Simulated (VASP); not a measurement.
# EuAgSeF (P4/nmm) in VASP: notebook, part 2 of 2

VASP 6.6.1. The steps go on from the part before.

### 3 Single point, RPBE, collinear spin, ferromagnetic start

File run.py:

```python
from ase.calculators.vasp import Vasp
from ase.dft.bandgap import bandgap
from ase.io import read

atoms = read('EuAgSeF.cif')
atoms.set_initial_magnetic_moments([7.0, 7.0, 0.0, 0.0, 0.0, 0.0, 0.0, 0.0])
calc = Vasp(
    directory='calc',
    xc='rpbe',
    pp='PBE',
    setups={'base': 'minimal'},
    prec='Accurate',
    encut=520,
    ediff=1e-06,
    ismear=0,
    sigma=0.02,
    lreal=False,
    lasph=True,
    nelm=150,
    algo='Normal',
    isif=2,
    lwave=False,
    lcharg=False,
    ispin=2,
    lorbit=11,
    lmaxmix=6,
    kpts=[7, 7, 3],
    gamma=True,
)
atoms.calc = calc

print('energy (eV):', atoms.get_potential_energy())
print('free energy (eV):', atoms.get_potential_energy(force_consistent=True))
print('forces (eV/A):')
print(atoms.get_forces())
print('stress (eV/A^3, Voigt):', atoms.get_stress())
print('Fermi level (eV):', calc.get_fermi_level())
print('moment (muB):', atoms.get_magnetic_moment())
print('site moments (muB):', atoms.get_magnetic_moments())
gap, top, bottom = bandgap(calc)
print('band gap (eV):', gap, 'from (spin, k, band)', top, 'to', bottom)
```

File EuAgSeF.cif:

```cif
data_EuAgSeF
_cell_length_a 4.15427000
_cell_length_b 4.15427000
_cell_length_c 9.21830000
_cell_angle_alpha 90.00000000
_cell_angle_beta 90.00000000
_cell_angle_gamma 90.00000000
_space_group_name_H-M_alt 'P1'
_space_group_name_Hall 'P 1'
_space_group_IT_number 1
loop_
_space_group_symop_operation_xyz
'x,y,z'
loop_
_atom_site_label
_atom_site_type_symbol
_atom_site_symmetry_multiplicity
_atom_site_Wyckoff_symbol
_atom_site_fract_x
_atom_site_fract_y
_atom_site_fract_z
_atom_site_occupancy
Eu1 Eu 1 a 0.0000000000 0.5000000000 0.6524200000 1
Eu2 Eu 1 a 0.5000000000 0.0000000000 0.3475800000 1
Ag1 Ag 1 a 0.5000000000 0.5000000000 0.0000000000 1
Ag2 Ag 1 a 0.0000000000 0.0000000000 0.0000000000 1
Se1 Se 1 a 0.5000000000 0.0000000000 0.8032000000 1
Se2 Se 1 a 0.0000000000 0.5000000000 0.1968000000 1
F1 F 1 a 0.5000000000 0.5000000000 0.5000000000 1
F2 F 1 a 0.0000000000 0.0000000000 0.5000000000 1
```

Potentials or basis: VASP PAW PBE potentials, release 64 (Eu, Ag, Se, F).

Launch:

```bash
$ python run.py
```

Standard output:

```text
energy (eV): -51.89850181
free energy (eV): -51.899047
forces (eV/A):
[[ 0.          0.          0.46845855]
 [-0.          0.         -0.46845855]
 [-0.         -0.          0.        ]
 [ 0.          0.          0.        ]
 [ 0.          0.         -0.52903486]
 [ 0.         -0.          0.52903486]
 [-0.         -0.          0.        ]
 [ 0.          0.          0.        ]]
stress (eV/A^3, Voigt): [-0.02574096 -0.02574096 -0.02939145 -0.          0.         -0.        ]
Fermi level (eV): 5.71434668
moment (muB): 13.9721127
site moments (muB): [ 6.625  6.625  0.008  0.008 -0.012 -0.012 -0.013 -0.013]
band gap (eV): 0.0 from (spin, k, band) (None, None, None) to (None, None, None)
```

OUTCAR:

```text
ENCUT = 520.000000
   EDIFF = 1.00e-06
   GGA = RP
   PREC = Accurate
   ISIF = 2
   ISMEAR = 0
   ISPIN = 2
   LORBIT = 11
   NELM = 150
   LASPH = .TRUE.
   LREAL = .FALSE.

 ion  position               nearest neighbor table
   1  0.000  0.500  0.652-   7 2.51   8 2.51   8 2.51   7 2.51
   2  0.500  0.000  0.348-   7 2.51   8 2.51   7 2.51   8 2.51
   3  0.500  0.500  0.000-   5 2.76   6 2.76   5 2.76   6 2.76   4 2.94   4 2.94   4 2.94   4 2.94

   4  0.000  0.000  0.000-   5 2.76   6 2.76   6 2.76   5 2.76   3 2.94   3 2.94   3 2.94   3 2.94

   5  0.500  0.000  0.803-   3 2.76   4 2.76   3 2.76   4 2.76
   6  0.000  0.500  0.197-   3 2.76   4 2.76   4 2.76   3 2.76
   7  0.500  0.500  0.500-   1 2.51   2 2.51   2 2.51   1 2.51
   8  0.000  0.000  0.500-   1 2.51   2 2.51   1 2.51   2 2.51

[... 2470 lines left out ...]
  in kB       41.2415672     41.2415672     47.0902921      0.0000000      0.0000000     -0.0000000
  external PRESSURE =      43.1911422 kB  Pullay stress =       0.0000000 kB

 VOLUME and BASIS-vectors are now :
 -----------------------------------------------------------------------------
  energy-cutoff  :      520.00
  volume of cell :      159.09
      direct lattice vectors                 reciprocal lattice vectors
     4.154270000  0.000000000  0.000000000     0.240716179  0.000000000  0.000000000
     0.000000000  4.154270000  0.000000000     0.000000000  0.240716179  0.000000000
     0.000000000  0.000000000  9.218300000     0.000000000  0.000000000  0.108479872

 POSITION                                       TOTAL-FORCE (eV/Angst)
 -----------------------------------------------------------------------------------
      0.00000      2.07714      6.01420         0.000000      0.000000      0.468459
      2.07714      0.00000      3.20410        -0.000000      0.000000     -0.468459
      2.07714      2.07714      0.00000        -0.000000     -0.000000      0.000000
      0.00000      0.00000      0.00000         0.000000      0.000000      0.000000
      2.07714      0.00000      7.40414         0.000000      0.000000     -0.529035
      0.00000      2.07714      1.81416         0.000000     -0.000000      0.529035
      2.07714      2.07714      4.60915        -0.000000     -0.000000      0.000000
      0.00000      0.00000      4.60915         0.000000      0.000000      0.000000
 -----------------------------------------------------------------------------------
    total drift:                                0.000000     -0.000000      0.000000

  FREE ENERGIE OF THE ION-ELECTRON SYSTEM (eV)
  ---------------------------------------------------
  free  energy   TOTEN  =       -51.8990470047 eV

  energy  without entropy=      -51.8979566187  energy(sigma->0) =      -51.89850181

 total charge

# of ion       s       p       d       f       tot
--------------------------------------------------
    1        2.023   5.799   0.222   6.757  14.802
    2        2.023   5.799   0.222   6.757  14.802
    3        0.332   0.275   9.248   0.000   9.855
    4        0.332   0.275   9.248   0.000   9.855
    5        1.441   2.384   0.029   0.000   3.854
    6        1.441   2.384   0.029   0.000   3.854
    7        1.740   4.380   0.000   0.000   6.120
    8        1.740   4.380   0.000   0.000   6.120
--------------------------------------------------
tot         11.074  25.676  18.998  13.514  69.262

 magnetization (x)

# of ion       s       p       d       f       tot
--------------------------------------------------
    1       -0.017  -0.124   0.044   6.721   6.625
    2       -0.017  -0.124   0.044   6.721   6.625
    3        0.008   0.002  -0.002   0.000   0.008
    4        0.008   0.002  -0.002   0.000   0.008
    5        0.003  -0.019   0.003   0.000  -0.012
    6        0.003  -0.019   0.003   0.000  -0.012
    7       -0.000  -0.013   0.000   0.000  -0.013
    8       -0.000  -0.013   0.000   0.000  -0.013
--------------------------------------------------
tot         -0.010  -0.308   0.090  13.441  13.213
```

INCAR:

```text
ENCUT = 520.000000
SIGMA = 0.020000
EDIFF = 1.00e-06
ALGO = Normal
GGA = RP
PREC = Accurate
ISIF = 2
ISMEAR = 0
ISPIN = 2
LMAXMIX = 6
LORBIT = 11
NELM = 150
LASPH = .TRUE.
LCHARG = .FALSE.
LWAVE = .FALSE.
LREAL = .FALSE.
MAGMOM = 2*7.0000 6*0.0000
```

Run time: 5.7 min. Hardware: 1 thread of Intel Xeon Platinum 8559C (Emerald Rapids), shared host; peak memory 0.5 GiB.

Results:

```
Free energy                                           : -51.8990 eV
Pressure                                              : 4.3 GPa
Largest force                                         : 0.529 eV/Å
Band gap on the k mesh                                : none (metal or under the smearing width)
Net moment                                            : 13.97 μB per cell
Site moments                                          : Eu +6.62; Ag +0.01; Se -0.01; F -0.01 μB
Valence electrons inside the program's atomic spheres : Eu 14.80; Ag 9.86; Se 3.85; F 6.12
```

Forces on the atoms (eV/Å):
```
Eu   0.000  0.000  0.468
Eu   0.000  0.000 -0.468
Ag   0.000  0.000  0.000
Ag   0.000  0.000  0.000
Se   0.000  0.000 -0.529
Se   0.000  0.000  0.529
F    0.000  0.000  0.000
F    0.000  0.000  0.000
```

Levels at points of the mesh, in eV from the Fermi level:
Spin up:
| k point | band 44 | band 45 | band 46 | band 47 | band 48 | band 49 | band 50 | band 51 | band 52 | band 53 |
| --- | --- | --- | --- | --- | --- | --- | --- | --- | --- | --- |
| (0.00, 0.00, 0.00) | -0.11 | -0.09 | -0.08 | -0.08 | -0.03 | -0.03 | 1.19 | 1.32 | 1.99 | 2.87 |
Spin down:
```
           k point  band 32  band 33  band 34  band 35  band 36  band 37
(0.00, 0.00, 0.00)    -2.74    -1.69    -1.69    -0.43     1.54     1.75
```

Caveat: the PAW data sets were made with another functional, which shifts forces and pressure a little; spin-orbit coupling is left out, which moves the levels of the heavy elements; without U or exact exchange the open f shell lies at the Fermi level, which spoils levels, moments and volumes. The state reached can hang on the start; a lower one may exist.

### 4 The reference run

An earlier run on the cell as given: functional PBE; potentials or basis VASP PAW PBE potentials, release 64 (Eu, Ag, Se, F); cutoff 520 eV; k mesh 7 × 7 × 3; occupations fermi-dirac, width 0.05 eV; collinear spin, ferromagnetic start; starting moments [7.0, 7.0, 0.0, 0.0, 0.0, 0.0, 0.0, 0.0] μB.

- Pressure: 1.3 GPa
- Largest force: 0.491 eV/Å
- Band gap on the k mesh: none (metal or under the smearing width)
- Net moment: 13.91 μB per cell
- Site moments: Eu +6.61; Ag +0.01; Se -0.01; F -0.01 μB
- Valence electrons inside the program's atomic spheres: Eu 14.76; Ag 9.85; Se 3.84; F 6.10
